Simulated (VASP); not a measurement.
YTe2, 3 atoms in the cell. The cell holds a sheet with vacuum, 3 atoms: a = 3.289 Å, b = 3.289 Å, c = 37.059 Å, α = 90.00°, β = 90.00°, γ = 90.00°. The cell was built by a generator and needn't be a form met in nature.

| Quantity | Value |
| --- | --- |
| Program | VASP 6.6.1 |
| Task | relaxation of the atoms |
| Functional | BLYP |
| Potentials or basis | VASP PAW PBE potentials, release 64 (Y_sv, Te) |
| Cutoff | 520 eV |
| k mesh | 8 × 8 × 1 |
| Occupations | fermi-dirac, width 0.05 eV |
| Spin | no spin polarisation |
| Dipole correction | yes |
| Atoms held fixed (from 0) | [0] |
| Further INCAR settings | ALGO = Normal; EDIFF = 1e-07; IBRION = 2; EDIFFG = -0.01; NSW = 40 |

Potentials or basis: VASP PAW PBE potentials, release 64 (Y_sv, Te).

Launch:

```sh
$ cat potpaw_PBE.64/Y_sv/POTCAR potpaw_PBE.64/Te/POTCAR > POTCAR
$ mpirun -np 1 vasp_std > vasp.out
```

Hardware: 1 thread of Intel(R) Xeon(R) 6975P-C (Granite Rapids) (shared host).

Problem. How long does it take, and how much memory?

Solution. Run time: 9 min on 1 thread of Intel(R) Xeon(R) 6975P-C (Granite Rapids), with other jobs on the host, peak memory 0.52 GiB. Counts: scf iterations 129, k points 15, ion steps 5.
